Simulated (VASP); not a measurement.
These are PBEsol GGA, VASP's PBE PAW potentials (set 64) (plane waves; VASP 6.6.1) values and carry that method's errors.

The input files of a VASP run:

**INCAR**
```
SYSTEM  =  Cd4S2Te2
PREC  =  Accurate; ENCUT  =  400; LREAL  =  F
LASPH  =  T
EDIFF  =  1E-7; NELM  =  100; ALGO  =  Normal
LMAXMIX  =  4
ISMEAR  =  -5
GGA  =  PS
ISIF  =  2
LWAVE  =  F; LCHARG  =  T; LORBIT  =  11
NEDOS  =  601
LEFG  =  T
```

File KPOINTS:
```
kpoints
0
G
  10 10 3
0 0 0
```

File POSCAR:
```
Cd4S2Te2
12.3209260
  0.0000000000   0.2492920632   0.2492920632
  0.2492920632   0.0000000000   0.2492920632
  1.0000000226   1.0000000226  -0.0028317697
Cd Te S
4 2 2
Direct
  0.0342866298   0.0342866298   0.9742850276
  0.0017306507   0.0017306507   0.2487020119
  0.9669720881   0.9669720881   0.5247709340
  0.9995812473   0.9995812473   0.7503140645
  0.2616624609   0.2616624609   0.0537531543
  0.2296702955   0.2296702955   0.3277472784
  0.2366932811   0.2366932811   0.5724800392
  0.2694033468   0.2694033468   0.7979474899
```

POTCAR, in this order: Cd Te S (PBE.64 set). Program: vasp_std.

The resulting files:

**OUTCAR**
```
 ion  position               nearest neighbor table
   1  0.034  0.034  0.974-   8 2.51   5 2.75   5 2.75   5 2.75
   2  0.002  0.002  0.249-   6 2.75   6 2.75   6 2.75   5 2.78
   3  0.967  0.967  0.525-   7 2.60   7 2.60   7 2.60   6 2.81
   4  1.000  1.000  0.750-   7 2.53   8 2.60   8 2.60   8 2.60
   5  0.262  0.262  0.054-   1 2.75   1 2.75   1 2.75   2 2.78
   6  0.230  0.230  0.328-   2 2.75   2 2.75   2 2.75   3 2.81
   7  0.237  0.237  0.572-   4 2.53   3 2.60   3 2.60   3 2.60
   8  0.269  0.269  0.798-   1 2.51   4 2.60   4 2.60   4 2.60
  LATTYP: Found a trigonal (rhomboedric) cell.
 ALAT       =    14.4661669684
 COS(alpha) =     0.9549186767
 Subroutine PRICEL returns:
 Original cell was already a primitive cell.
 Subroutine GETGRP returns: Found  6 space group operations
The static configuration has the point symmetry C_3v.
The dynamic configuration has the point symmetry C_3v.
 Subroutine INISYM returns: Found  6 space group operations
 Subroutine IBZKPT returns following result:
 Found     78 irreducible k-points:

 Following reciprocal coordinates:
            Coordinates               Weight
  0.000000  0.000000  0.000000      1.000000
  0.100000  0.000000 -0.000000      4.000000
  0.200000  0.000000 -0.000000      4.000000
  0.300000  0.000000  0.000000      4.000000
  0.400000  0.000000  0.000000      4.000000
  0.500000  0.000000 -0.000000      3.000000
  0.100000  0.100000 -0.000000      2.000000
  0.200000  0.100000 -0.000000      4.000000
  0.300000  0.100000  0.000000      4.000000
  0.400000  0.100000 -0.000000      4.000000
  0.500000  0.100000 -0.000000      8.000000
 -0.400000  0.100000 -0.000000      4.000000
 -0.300000  0.100000 -0.000000      4.000000
 -0.200000  0.100000  0.000000      4.000000
 -0.100000  0.100000  0.000000      2.000000
  0.200000  0.200000 -0.000000      2.000000
  0.300000  0.200000 -0.000000      4.000000
  0.400000  0.200000 -0.000000      4.000000
  0.500000  0.200000 -0.000000      8.000000
 -0.400000  0.200000 -0.000000      4.000000
 -0.300000  0.200000 -0.000000      4.000000
 -0.200000  0.200000  0.000000      2.000000
  0.300000  0.300000  0.000000      2.000000
  0.400000  0.300000  0.000000      4.000000
 -0.400000  0.300000  0.000000      4.000000
 -0.300000  0.300000  0.000000      2.000000
  0.400000  0.400000  0.000000      2.000000
 -0.400000  0.400000  0.000000      2.000000
  0.000000  0.000000  0.333333      2.000000
  0.100000  0.000000  0.333333      4.000000
  0.200000  0.000000  0.333333      4.000000
  0.300000  0.000000  0.333333      4.000000
  0.400000  0.000000  0.333333      4.000000
  0.500000  0.000000  0.333333      6.000000
 -0.400000  0.000000  0.333333      4.000000
 -0.300000  0.000000  0.333333      4.000000
 -0.200000  0.000000  0.333333      4.000000
 -0.100000  0.000000  0.333333      4.000000
  0.100000  0.100000  0.333333      2.000000
  0.200000  0.100000  0.333333      4.000000
   k-points           NKPTS =     78   k-points in BZ     NKDIM =     78   number of bands    NBANDS=     43
   number of dos      NEDOS =    601   number of ions     NIONS =      8
   total plane-waves  NPLWV =  94080
   dimension x,y,z NGX =    28 NGY =   28 NGZ =  120
   dimension x,y,z NGXF=    56 NGYF=   56 NGZF=  240
   ions per type =               4   2   2
   PREC   = accura    normal or accurate (medium, high low for compatibility)
   ISTART =      0    job   : 0-new  1-cont  2-samecut
   ICHARG =      2    charge: 1-file 2-atom 10-const
   ISPIN  =      1    spin polarized calculation?
   LNONCOLLINEAR =      F non collinear calculations
   LSORBIT =      F    spin-orbit coupling
...
```

### OSZICAR
```
       N       E                     dE             d eps       ncg     rms          rms(c)
DAV:   1     0.423828249895E+03    0.42383E+03   -0.28990E+04  6708   0.121E+03
DAV:   2     0.921977835751E-01   -0.42374E+03   -0.41606E+03  7559   0.325E+02
DAV:   3    -0.254295551647E+02   -0.25522E+02   -0.25404E+02  7844   0.793E+01
DAV:   4    -0.258106448050E+02   -0.38109E+00   -0.38061E+00  8238   0.883E+00
DAV:   5    -0.258158260099E+02   -0.51812E-02   -0.51797E-02  7852   0.990E-01    0.137E+01
DAV:   6    -0.242920513307E+02    0.15238E+01   -0.38140E+00  8007   0.154E+01    0.108E+01
DAV:   7    -0.242550199688E+02    0.37031E-01   -0.15422E+00  7213   0.538E+00    0.359E+00
DAV:   8    -0.242288857899E+02    0.26134E-01   -0.25896E-01  7969   0.386E+00    0.898E-01
DAV:   9    -0.242289843789E+02   -0.98589E-04   -0.33502E-02  7275   0.142E+00    0.400E-01
DAV:  10    -0.242290387112E+02   -0.54332E-04   -0.24383E-03  7704   0.351E-01    0.187E-01
DAV:  11    -0.242291648182E+02   -0.12611E-03   -0.45033E-04  7145   0.110E-01    0.539E-02
DAV:  12    -0.242291576388E+02    0.71794E-05   -0.10926E-04  7694   0.644E-02    0.277E-02
DAV:  13    -0.242291708456E+02   -0.13207E-04   -0.20561E-05  7384   0.283E-02    0.196E-02
DAV:  14    -0.242291737209E+02   -0.28754E-05   -0.57844E-06  7199   0.107E-02    0.430E-03
DAV:  15    -0.242291738219E+02   -0.10100E-06   -0.50386E-07  7107   0.349E-03    0.292E-03
DAV:  16    -0.242291740392E+02   -0.21725E-06   -0.48810E-07  5775   0.425E-03    0.167E-03
DAV:  17    -0.242291740099E+02    0.29273E-07   -0.44872E-08  4644   0.131E-03
   1 F= -.24229174E+02 E0= -.24229174E+02  d E =0.000000E+00
```

OUTCAR:
```
------------------------ aborting loop because EDIFF is reached ----------------------------------------
  FORCE on cell =-STRESS in cart. coord.  units (eV):
  Direction    XX          YY          ZZ          XY          YZ          ZX
  --------------------------------------------------------------------------------------
  Total        0.0634082      0.0634082      0.0634082     -0.0132774      0.0132774      0.0132774
  in kB        0.4363797      0.4363797      0.4363797     -0.0913759      0.0913759      0.0913759
  external PRESSURE =       0.4363797 kB  Pullay stress =       0.0000000 kB
  volume of cell :      232.80
      direct lattice vectors                 reciprocal lattice vectors
     0.000000000  3.071509063  3.071509063    -0.162556271  0.163016593  0.162556271
     3.071509063  0.000000000  3.071509063     0.163016593 -0.162556271  0.162556271
    12.320926278 12.320926278 -0.034890024     0.040523987  0.040523987 -0.040523987
 POSITION                                       TOTAL-FORCE (eV/Angst)
 -----------------------------------------------------------------------------------
     12.10941     12.10941      0.17663         0.001037      0.001037     -0.001037
      3.06955      3.06955      0.00195        -0.009287     -0.009287      0.009287
      9.43573      9.43573      5.92182        -0.008086     -0.008086      0.008086
     12.31479     12.31479      6.11427         0.000330      0.000330     -0.000330
      1.46599      1.46599      1.60552         0.004284      0.004284     -0.004284
      4.74358      4.74358      1.39943         0.010125      0.010125     -0.010125
      7.78049      7.78049      1.43404         0.008975      0.008975     -0.008975
     10.65893     10.65893      1.62711        -0.007377     -0.007377      0.007377
 -----------------------------------------------------------------------------------
    total drift:                                0.000170      0.000170     -0.000193
  FREE ENERGIE OF THE ION-ELECTRON SYSTEM (eV)
  ---------------------------------------------------
  free  energy   TOTEN  =       -24.2291740099 eV

  energy  without entropy=      -24.2291740099  energy(sigma->0) =      -24.22917401

 total charge

# of ion       s       p       d       tot
------------------------------------------
    1        0.475   0.356   9.531  10.361
    2        0.482   0.352   9.523  10.357
    3        0.431   0.287   9.548  10.265
    4        0.422   0.293   9.556  10.272
    5        1.351   2.075   0.025   3.451
    6        1.353   2.073   0.025   3.450
    7        1.325   2.339   0.000   3.664
    8        1.323   2.342   0.000   3.665
--------------------------------------------------
tot          7.161  10.117  38.207  55.485

 Electric field gradients after diagonalization (V/A^2)
 (convention: |V_zz| > |V_xx| > |V_yy|)
----------------------------------------------------------------------
 ion       V_xx      V_yy      V_zz     asymmetry (V_yy - V_xx)/ V_zz
----------------------------------------------------------------------
   1       9.751     9.744   -19.495       0.000
   2      -2.635    -2.630     5.265       0.001
   3      -4.589    -4.583     9.172       0.001
   4       7.366     7.360   -14.725       0.000
   5     -55.937   -55.937   111.874       0.000
   6     -48.845   -48.844    97.689       0.000
   7      12.387    12.387   -24.774       0.000
   8      10.388    10.386   -20.773       0.000
```
(Selected blocks of OUTCAR.)

For a metal the tetrahedron method with Blöchl corrections gives inexact stress and forces.

The structure was generated: Cd4S2Te2 was put into an ordered model structure (R3m), which need not be its known phase. It was relaxed first.
